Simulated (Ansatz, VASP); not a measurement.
## W8F (W(110)) in two plane-wave programs

Aim: how closely do two programs agree when they are given the same cell, functional and k mesh?

Calculated with Ansatz 0.2.0; plane waves, with VASP 6.6.1 beside it; single point at PBE.

## 1. The starting structure

The cell holds 18 atoms: 16 W and 2 F. Cell: a = 6.344 Å, b = 5.494 Å, c = 21.729 Å, α = 90.0°, β = 90.0°, γ = 54.7°. It derives from W. As first built, before any earlier steps moved the atoms (in the runner's words): 2 F over hollow sites of a 2 x 2 cell of W(110). Vacuum lies along c.

## 2. VASP: single point, PBE

With cell and atoms fixed, the geometry can't cause a difference; cores, projectors, grids and the points listed under the comparison can.

Lines of VASP's logs that name or quote its potential files are left out, and so is its time.

INCAR

```
SYSTEM = W8F
PREC = Normal
ENCUT = 440
EDIFF = 1E-06
NELM = 120
ISMEAR = 1
SIGMA = 0.15
LREAL = Auto
ALGO = Fast
GGA = PE
NBANDS = 73
LASPH = .TRUE.
LORBIT = 11
LWAVE = .FALSE.
LCHARG = .FALSE.
KPAR = 2
NCORE = 4
IDIPOL = 3
LDIPOL = .TRUE.
DIPOL = 0.5 0.5 0.524
LVHAR = .TRUE.
LVACPOTAV = .TRUE.
```

POSCAR

```
W8F
1.0
    6.3441166964      0.0000000000      0.0000000000
    3.1720583482      4.4859679367      0.0000000000
    0.0000000000      0.0000000000     21.7289519050
W F
16 2
Selective dynamics
Direct
    0.7500000000      0.5000000000      0.3451616100  F F F
    0.2500000000      0.5000000000      0.3451616100  F F F
    0.7500000000      0.0000000000      0.3451616100  F F F
    0.2500000000      0.0000000000      0.3451616100  F F F
    0.0000000000      0.0000000000      0.4483872000  F F F
    0.5000000000      0.0000000000      0.4483872000  F F F
    0.0000000000      0.5000000000      0.4483872000  F F F
    0.5000000000      0.5000000000      0.4483872000  F F F
    0.7514748719      0.4970502563      0.5520096363  T T T
    0.2514748719      0.4970502563      0.5520096363  T T T
    0.7512185123      0.9975629753      0.5524777753  T T T
    0.2512185123      0.9975629753      0.5524777753  T T T
    0.0190174912      0.9619650175      0.6534159156  T T T
    0.5190174912      0.9619650175      0.6534159156  T T T
    0.9935889932      0.5128220137      0.6512790780  T T T
    0.4935889932      0.5128220137      0.6512790780  T T T
    0.1471864532      0.2056270937      0.7233649365  T T T
    0.6471864532      0.2056270937      0.7233649365  T T T
```

KPOINTS

```
Automatic mesh
0
Gamma
5 5 1
0 0 0
```

Potentials, in the order of the species: W and F (PBE family, release 64).

Command:

```sh
$ mpirun -np 8 vasp_std
```

Numbers of over 12 decimals in the logs are rounded to 6 here.

Output:

```text
[banner, memory and clock lines left out]
running    8 mpi-ranks, on    1 nodes
 distrk:  each k-point on    4 cores,    2 groups
 distr:  one band on    4 cores,    1 groups

 POSCAR found type information on POSCAR W F
 POSCAR found :  2 types and      18 ions
 LDA part: xc-table for (Slater+PW92), standard interpolation
 POSCAR, INCAR and KPOINTS ok, starting setup
 FFT: planning ... GRIDC
 FFT: planning ... GRID_SOFT
 FFT: planning ... GRID
 WAVECAR not read
 entering main loop
       N       E                     dE             d eps       ncg     rms          rms(c)
DAV:   1     0.581577312117E+03    0.58158E+03   -0.40503E+04  1322   0.109E+03
DAV:   2    -0.139368899893E+03   -0.72095E+03   -0.68557E+03  1807   0.276E+02
DAV:   3    -0.215794441686E+03   -0.76426E+02   -0.73732E+02  1564   0.875E+01
DAV:   4    -0.220890234086E+03   -0.50958E+01   -0.49988E+01  2092   0.188E+01
DAV:   5    -0.221022906589E+03   -0.13267E+00   -0.13186E+00  1852   0.332E+00    0.764E+01
RMM:   6    -0.211018925624E+03    0.10004E+02   -0.21412E+01  1482   0.135E+01    0.331E+01
RMM:   7    -0.213718163282E+03   -0.26992E+01   -0.16211E+01  1560   0.121E+01    0.127E+01
RMM:   8    -0.229348361910E+03   -0.15630E+02   -0.45720E+01  1987   0.128E+01    0.179E+01
RMM:   9    -0.207933383238E+03    0.21415E+02   -0.12019E+01  1636   0.784E+00    0.571E+00
RMM:  10    -0.207601760218E+03    0.33162E+00   -0.29033E+00  1850   0.427E+00    0.262E+00
RMM:  11    -0.207618033123E+03   -0.16273E-01   -0.66259E-01  2015   0.157E+00    0.168E+00
RMM:  12    -0.207625809176E+03   -0.77761E-02   -0.18235E-01  1844   0.920E-01    0.901E-01
RMM:  13    -0.207619301007E+03    0.65082E-02   -0.52258E-02  1957   0.529E-01    0.230E-01
RMM:  14    -0.207618825430E+03    0.47558E-03   -0.17679E-02  2050   0.250E-01    0.153E-01
[...]
RMM:  22    -0.207619568806E+03   -0.27373E-04   -0.17243E-05  1466   0.546E-03    0.426E-03
RMM:  23    -0.207619604310E+03   -0.35504E-04   -0.57426E-06  1264   0.361E-03    0.399E-03
RMM:  24    -0.207619628175E+03   -0.23864E-04   -0.28575E-06  1208   0.250E-03    0.393E-03
RMM:  25    -0.207619656798E+03   -0.28623E-04   -0.16748E-06  1181   0.224E-03    0.235E-03
RMM:  26    -0.207619665775E+03   -0.89777E-05   -0.86724E-07  1110   0.155E-03    0.198E-03
RMM:  27    -0.207619672198E+03   -0.64229E-05   -0.42969E-07   970   0.123E-03    0.158E-03
RMM:  28    -0.207619675322E+03   -0.31239E-05   -0.30051E-07   935   0.109E-03    0.143E-03
RMM:  29    -0.207619675859E+03   -0.53664E-06   -0.14685E-07   740   0.871E-04
|                                                                             |
|           W    W    AA    RRRRR   N    N  II  N    N   GGGG   !!!           |
|           W    W   A  A   R    R  NN   N  II  NN   N  G    G  !!!           |
|           W    W  A    A  R    R  N N  N  II  N N  N  G       !!!           |
|           W WW W  AAAAAA  RRRRR   N  N N  II  N  N N  G  GGG   !            |
|           WW  WW  A    A  R   R   N   NN  II  N   NN  G    G                |
|           W    W  A    A  R    R  N    N  II  N    N   GGGG   !!!           |
|                                                                             |
|     Did not find any points to average over, which means that no vacuum     |
|     field-free region was found. Please increase the size of  your cell     |
|     in the dimension of the dipole correction to obtain accurate            |
|     workfunction values.                                                    |
|                                                                             |

   1 F= -.20761968E+03 E0= -.20761789E+03  d E =-.536313E-02
```

From OUTCAR (step 2):

```text
ion  position               nearest neighbor table
   1  0.750  0.500  0.345-   7 2.75   8 2.75   3 2.75   3 2.75   4 2.75   4 2.75   5 3.17   6 3.17
                             2 3.17   2 3.17
   2  0.250  0.500  0.345-   7 2.75   8 2.75   4 2.75   3 2.75   4 2.75   3 2.75   6 3.17   5 3.17
                             1 3.17   1 3.17
   3  0.750  0.000  0.345-   5 2.75   6 2.75   1 2.75   1 2.75   2 2.75   2 2.75   7 3.17   8 3.17
                             4 3.17   4 3.17
   4  0.250  0.000  0.345-   5 2.75   6 2.75   2 2.75   1 2.75   2 2.75   1 2.75   8 3.17   7 3.17
                             3 3.17   3 3.17
   5  0.000  0.000  0.448-   3 2.75   4 2.75   7 2.75   7 2.75   8 2.75   8 2.75  12 2.76  11 2.76
                             9 3.17   2 3.17   1 3.17   6 3.17   6 3.17  10 3.19
   6  0.500  0.000  0.448-   3 2.75   4 2.75   8 2.75   7 2.75   8 2.75   7 2.75  11 2.76  12 2.76
                            10 3.17   1 3.17   2 3.17   5 3.17   5 3.17   9 3.19
   7  0.000  0.500  0.448-   1 2.75   2 2.75   5 2.75   5 2.75   6 2.75   6 2.75   9 2.75  10 2.75
                             4 3.17   3 3.17   8 3.17   8 3.17  11 3.18  12 3.19
   8  0.500  0.500  0.448-   1 2.75   2 2.75   6 2.75   5 2.75   6 2.75   5 2.75  10 2.75   9 2.75
                             3 3.17   4 3.17   7 3.17   7 3.17  12 3.18  11 3.19
   9  0.751  0.497  0.552-  15 2.68  16 2.68  12 2.75  11 2.75  11 2.75  12 2.75   7 2.75   8 2.75
                            14 3.03   5 3.17  10 3.17  10 3.17   6 3.19  13 3.26
  10  0.251  0.497  0.552-  15 2.68  16 2.68  11 2.75  12 2.75  12 2.75  11 2.75   8 2.75   7 2.75
                            13 3.03   6 3.17   9 3.17   9 3.17   5 3.19  14 3.26
  11  0.751  0.998  0.552-  14 2.71  13 2.71  10 2.75   9 2.75   9 2.75  10 2.75   6 2.76   5 2.76
                            15 3.06  16 3.15  12 3.17  12 3.17   7 3.18   8 3.19
  12  0.251  0.998  0.552-  13 2.71  14 2.71   9 2.75  10 2.75  10 2.75   9 2.75   5 2.76   6 2.76
                            16 3.06  15 3.15  11 3.17  11 3.17   8 3.18   7 3.19
  13  0.019  0.962  0.653-  18 2.45  17 2.45  15 2.56  16 2.56  12 2.71  11 2.71  16 2.94  15 2.94
                            10 3.03  14 3.17  14 3.17   9 3.26
  14  0.519  0.962  0.653-  17 2.45  18 2.45  16 2.56  15 2.56  11 2.71  12 2.71  15 2.94  16 2.94
                             9 3.03  13 3.17  13 3.17  10 3.26
  15  0.994  0.513  0.651-  17 2.09  13 2.56  14 2.56  10 2.68   9 2.68  14 2.94  13 2.94  11 3.06
                            12 3.15  16 3.17  16 3.17
  16  0.494  0.513  0.651-  18 2.09  14 2.56  13 2.56  10 2.68   9 2.68  13 2.94  14 2.94  12 3.06
                            11 3.15  15 3.17  15 3.17
  17  0.147  0.206  0.723-  15 2.09  14 2.45  13 2.45
  18  0.647  0.206  0.723-  16 2.09  13 2.45  14 2.45

  LATTYP: Found a base centered orthorhombic cell.
 ALAT       =     6.3441166964
 B/A-ratio  =     1.4142135624
 C/A-ratio  =     3.4250555191

 Subroutine GETGRP returns: Found  2 space group operations
 (whereof  2 operations were pure point group operations)

The static configuration has the point symmetry C_1h.

 Found      9 irreducible k-points:

   k-points           NKPTS =      9   k-points in BZ     NKDIM =      9   number of bands    NBANDS=     73

   dimension x,y,z NGX =    36 NGY =   28 NGZ =  112
   dimension x,y,z NGXF=    72 NGYF=   56 NGZF=  224

   ENCUT  =  440.0 eV  32.34 Ry    5.69 a.u.  10.85  9.40 37.16*2*pi/ulx,y,z

   NELECT =     110.0000    total number of electrons

 k-points in reciprocal lattice and weights: Automatic mesh
   0.00000000  0.00000000  0.00000000       0.040
   0.20000000  0.00000000  0.00000000       0.160
   0.40000000  0.00000000  0.00000000       0.160
   0.00000000  0.20000000  0.00000000       0.080
   0.40000000  0.20000000  0.00000000       0.080
  -0.40000000  0.20000000  0.00000000       0.160
  -0.20000000  0.20000000  0.00000000       0.160
   0.00000000  0.40000000  0.00000000       0.080
  -0.20000000  0.40000000  0.00000000       0.080

 dipolmoment           0.000000      0.000000      0.018044 electrons x Angstroem

 average (electrostatic) potential at core
       1 -45.1342       2 -45.1342       3 -45.1476       4 -45.1476       5 -45.2810
       6 -45.2810       7 -45.2997       8 -45.2997       9 -45.2235      10 -45.2235
      11 -45.2671      12 -45.2671      13 -45.3617      14 -45.3617      15 -45.2002
      16 -45.2002      17 -80.7710      18 -80.7710

 E-fermi :   0.5345

 k-point     1 :       0.0000    0.0000    0.0000
  band No.  band energies     occupation
    ...
     46      -0.6929      2.00000
     47      -0.6839      2.00000
     48      -0.6199      2.00000
     49      -0.2351      2.00000
     50       0.4505      1.80239
     51       1.0321     -0.00003
     52       1.1750     -0.00000
     53       1.2050     -0.00000
     54       1.2684     -0.00000
     55       1.3223     -0.00000
    ...

 k-point     2 :       0.2000    0.0000    0.0000
  band No.  band energies     occupation
    ...
     49      -0.1508      2.00000
     50       0.2834      2.03942
     51       0.3553      2.07062
     52       0.4491      1.81134
     53       0.5334      1.01236
     54       0.6169      0.20799
     55       0.7344     -0.06781
     56       1.2358     -0.00000
     57       1.3279     -0.00000
     58       1.5984     -0.00000
    ...

 k-point     3 :       0.4000    0.0000    0.0000
  band No.  band energies     occupation
    ...
     52      -0.4530      2.00000
     53       0.0515      2.00005
     54       0.2426      2.01897
     55       0.3588      2.06997
     56       0.5485      0.84182
     57       0.8902     -0.00403
     58       1.0701     -0.00001
     59       1.1296     -0.00000
     60       1.3373     -0.00000
     61       1.4987     -0.00000
    ...

  Total      -19.0908755    -10.2828778     -7.0741862      0.0000000     -0.0575906      0.0000000
  in kB      -49.4618459    -26.6415292    -18.3282485      0.0000000     -0.1492094      0.0000000
  external PRESSURE =     -31.4772079 kB  Pullay stress =       0.0000000 kB

  energy-cutoff  :      440.00
  volume of cell :      618.40
      direct lattice vectors                 reciprocal lattice vectors
     6.344116696  0.000000000  0.000000000     0.157626356 -0.111458666  0.000000000
     3.172058348  4.485967937  0.000000000     0.000000000  0.222917331  0.000000000
     0.000000000  0.000000000 21.728951905     0.000000000  0.000000000  0.046021548

 POSITION                                       TOTAL-FORCE (eV/Angst)
 -----------------------------------------------------------------------------------
      6.34412      2.24298      7.50000        -0.000000     -0.025224      0.669269
      3.17206      2.24298      7.50000        -0.000000     -0.025224      0.669269
      4.75809      0.00000      7.50000         0.000000      0.045958      0.675573
      1.58603      0.00000      7.50000         0.000000      0.045958      0.675573
      0.00000      0.00000      9.74298         0.000000      0.010894     -0.672566
      3.17206      0.00000      9.74298         0.000000      0.010894     -0.672566
      1.58603      2.24298      9.74298         0.000000     -0.038960     -0.658027
      4.75809      2.24298      9.74298         0.000000     -0.038960     -0.658027
      6.34412      2.22975     11.99459         0.000000     -0.009690      0.004815
      3.17206      2.22975     11.99459         0.000000     -0.009690      0.004815
      7.93015      4.47504     12.00476        -0.000000     -0.003683      0.001750
      4.75809      4.47504     12.00476        -0.000000     -0.003683      0.001750
      3.17206      4.31534     14.19804         0.000000      0.010544     -0.008184
      6.34412      4.31534     14.19804         0.000000      0.010544     -0.008184
      7.93015      2.30050     14.15161         0.000000      0.014177     -0.006423
      4.75809      2.30050     14.15161         0.000000      0.014177     -0.006423
      1.58603      0.92244     15.71796         0.000000     -0.004017     -0.006208
      4.75809      0.92244     15.71796         0.000000     -0.004017     -0.006208
 -----------------------------------------------------------------------------------
    total drift:                               -0.000253      0.009805      0.003235

  FREE ENERGIE OF THE ION-ELECTRON SYSTEM (eV)
  ---------------------------------------------------
  free  energy   TOTEN  =      -207.6196758588 eV

  energy  without entropy=     -207.6143127304  energy(sigma->0) =     -207.61788815

 vacuum level on the upper side and lower side of the slab         5.658         5.535

 total charge
# of ion       s       p       d       tot
------------------------------------------
    1        0.672   0.534   4.008   5.214
    2        0.672   0.534   4.008   5.214
    3        0.671   0.533   4.007   5.211
    4        0.671   0.533   4.007   5.211
    5        0.672   0.691   4.154   5.516
    6        0.672   0.691   4.154   5.516
    7        0.673   0.691   4.152   5.516
    8        0.673   0.691   4.152   5.516
    9        0.682   0.710   4.199   5.592
   10        0.682   0.710   4.199   5.592
   11        0.677   0.712   4.172   5.561
   12        0.677   0.712   4.172   5.561
   13        0.657   0.516   4.155   5.328
   14        0.657   0.516   4.155   5.328
   15        0.685   0.610   4.197   5.493
   16        0.685   0.610   4.197   5.493
   17        1.762   4.308   0.000   6.070
   18        1.762   4.308   0.000   6.070
--------------------------------------------------
tot         14.302  18.613  66.087  99.002

[... 3 further parts left out ...]
```

[end of part 1 of 2]

[Lines on the potential files, build, host, timing and source positions are cut from VASP's logs without a mark.]

[Logs are printed without paths, hosts, clocks, repeated set-up lines and the standing remarks that a program may print on its own settings, such as how far it seeks lower states.]

[Hosts, paths, dates, database ids (printed as entryN), source tags and the programs' standing remarks are cut or masked in the printed files.]
